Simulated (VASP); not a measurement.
Input:

```
CELL_PARAMETERS angstrom
      0.00000     2.46467     2.46467
      2.46467     0.00000     2.46467
      2.46467     2.46467     0.00000
ATOMIC_POSITIONS crystal
  Y  0.00000 0.00000 0.00000
  N  0.50000 0.50000 0.50000
```

The numbers are results of revPBE GGA, VASP's PBE PAW potentials (set 64) (plane waves; VASP), not measurements. Run with 520 eV cut-off, 10×10×10 Γ-centred mesh, tetrahedra with Blöchl corrections, potentials Y_sv N.

**Question.** Estimate the energy per atom (σ→0), band gap (on the k-mesh) with the smallest direct gap where there is one.

**Answer.** 
The band gap (on the k-mesh) is 0.27 eV and the smallest direct gap (on the k-mesh) is 0.67 eV. The energy per atom (σ→0) comes out as -8.765 eV/atom.

Only differences to runs with the same potentials and settings are physical.

The compound is YN in the rock salt structure. It was relaxed first.
